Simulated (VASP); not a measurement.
```
FeO
1.0
    4.33000     2.16500     2.16500
    2.16500     4.33000     2.16500
    2.16500     2.16500     4.33000
Fe O
2 2
Direct
  0.00000   0.00000   0.00000
  0.50000   0.50000   0.50000
  0.25000   0.25000   0.25000
  0.75000   0.75000   0.75000
```
Starting moments (μB, in the order of the record's atoms Fe Fe O O): 4.0 -4.0 0.0 0.0.

Method: PBE GGA, VASP's PBE PAW potentials (set 64) (plane waves; VASP). Settings: 520 eV cut-off, 8×8×8 Γ-centred mesh, Gaussian smearing of 0.050 eV, potentials Fe O.

Problem. Predict the cell moment, energy per atom (σ→0), pressure, band gap (on the k-mesh) with the smallest direct gap where there is one.

Solution. 
```
Quantity                                                     Value
------------------------  ----------------------------------------
band gap (on the k-mesh)  none (metal, semimetal or under 0.01 eV)
cell moment                                                0.00 μB
energy per atom (σ→0)                               -7.449 eV/atom
pressure                                                -38.7 kbar
```

Problem. Give the moment on each site (PAW-sphere projection).

Solution. 
```
site  moment (μB)
----  -----------
Fe1          3.44
Fe2         -3.44
O3           0.00
O4           0.00
```

Only differences to runs with the same potentials and settings are physical.

The compound is FeO in the rock salt, AFM-II order structure. The cell was not relaxed at this level. The k-mesh is coarse (spacing up to 0.30 per Å, 2π included), so the numbers may not be converged in it.
